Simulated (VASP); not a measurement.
Os: relaxation of cell and atoms with PBE+D3(BJ)

The system is Os.

```
CELL_PARAMETERS angstrom
2.74613 0.00000 0.00000
-1.37307 2.37822 0.00000
0.00000 0.00000 4.32631
ATOMIC_POSITIONS crystal
Os 0.33333 0.66667 0.25000
Os 0.66667 0.33333 0.75000
```

| Property | Result |
| --- | --- |
| Program | VASP 6.6.1 |
| Task | relaxation of cell and atoms |
| Functional | PBE |
| Dispersion | D3(BJ) |
| Potentials or basis | VASP PAW PBE potentials, release 64 (Os) |
| Cutoff | 600 eV |
| k mesh | 18 × 18 × 10 |
| Occupations | gaussian, width 0.1 eV |
| Spin | no spin polarisation |
| Further INCAR settings | ALGO = Fast; EDIFF = 1e-07; IBRION = 2; EDIFFG = -0.005; NSW = 90; ISIF = 3 |

```
Relaxed volume                         : 14.02 Å³/atom
Relaxed cell                           : a = 2.736 Å, b = 2.736 Å, c = 4.327 Å, α = 90.00°, β = 90.00°, γ = 120.00°
Space group after relaxing (to 0.05 Å) : P6_3/mmc (No. 194)
Energy gained by relaxing              : 1.3 meV/atom
Ionic steps                            : 5
Pressure after relaxing                : 0.0 GPa
Band gap on the k mesh                 : none (metal or under the smearing width)
Dispersion energy per atom             : -0.653 eV
```

Step by step:
| step | energy change (eV) | largest force (eV/Å) | pressure (GPa) | volume (Å³) |
| --- | --- | --- | --- | --- |
| 1 | 0.0000 | 0.0000 | -3.16 | 28.25 |
| 2 | 0.0395 | 0.0000 | 15.24 | 27.13 |
| 3 | -0.0025 | 0.0000 | 0.16 | 28.03 |
| 4 | -0.0024 | 0.0000 | -0.22 | 28.05 |
| 5 | -0.0026 | 0.0000 | -0.03 | 28.04 |

Final structure:
```yaml
crystal:
  lattice:
    - [2.73558, 0.00000, 0.00000]
    - [-1.36779, 2.36908, 0.00000]
    - [0.00000, 0.00000, 4.32659]
  atoms:
    - { symbol: Os, position: [0.33333, 0.66667, 0.25000] }
    - { symbol: Os, position: [0.66667, 0.33333, 0.75000] }
```

Levels at points of the mesh, in eV from the Fermi level:
```tsv
k point	band 5	band 6	band 7	band 8	band 9	band 10	band 11	band 12
(0.00, 0.00, 0.00)	-2.80	-2.21	-2.21	-1.55	-1.55	0.01	1.68	1.68
(0.50, 0.00, 0.00)	-2.90	-2.58	-1.88	2.04	2.59	2.70	4.40	5.70
(0.00, 0.00, 0.50)	-3.24	-3.24	-3.24	-3.24	0.89	0.89	0.89	0.89
(0.50, 0.00, 0.50)	-1.20	-1.20	-0.16	-0.16	2.37	2.37	3.29	3.29
```

Run time: 2.8 min on 1 thread of Intel(R) Xeon(R) Platinum 8488C (Sapphire Rapids), on a shared host, peak memory 0.24 GiB.

Caveat: pairwise dispersion overbinds metals, which lowers pressure and volume. The run has no spin-orbit coupling, so splittings on Os are missing.
